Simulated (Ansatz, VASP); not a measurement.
**One calculation of B12Ru, two programs**

```
CELL_PARAMETERS angstrom
0.00000 3.69153 3.69153
3.69153 0.00000 3.69153
3.69153 3.69153 0.00000
ATOMIC_POSITIONS crystal
B 0.50000 0.50000 0.84111
B 0.15889 0.50000 0.84111
B 0.50000 0.15889 0.84111
B 0.15889 0.84111 0.50000
B 0.50000 0.84111 0.50000
B 0.50000 0.84111 0.15889
B 0.84111 0.15889 0.50000
B 0.84111 0.50000 0.15889
B 0.84111 0.50000 0.50000
B 0.50000 0.50000 0.15889
B 0.50000 0.15889 0.50000
B 0.15889 0.50000 0.50000
Ru 0.00000 0.00000 0.00000
```

Change from the starting cell: species swapped into the YbB12 type (Fm-3m, No. 225).

Alike in both runs: functional PBE; k mesh 10 × 10 × 10; occupations gaussian, width 0.1 eV; no spin polarisation.

Ansatz relaxed the structure, and its values are those at the end. VASP's run is a single point on that final structure, the one shown.

|  | VASP | Ansatz |
| --- | --- | --- |
| version | VASP 6.6.1 | Ansatz 0.2.0 |
| potentials or method | VASP PAW PBE potentials, release 64 (B, Ru_pv) | scalar-relativistic, plane waves, PAW |
| plane-wave cutoff (eV) | 520 | 420 |
| valence electrons in the cell | 50 | 52 |

|  | VASP | Ansatz | Ansatz less VASP |
| --- | --- | --- | --- |
| gap on the k mesh at the Fermi level (eV) | none | none | - |
| pressure (GPa) | 0.0 | 0.0 | +0.02 |
| rms of the force components (eV/Å) | 0.004 | 0.004 | -0.0001 |

A gap of «none» marks a metal or a gap that the smearing closes. The functional is the same, so the differences come from potentials, cutoffs and numerics. The two sets of potentials don't hold the same shells in valence.
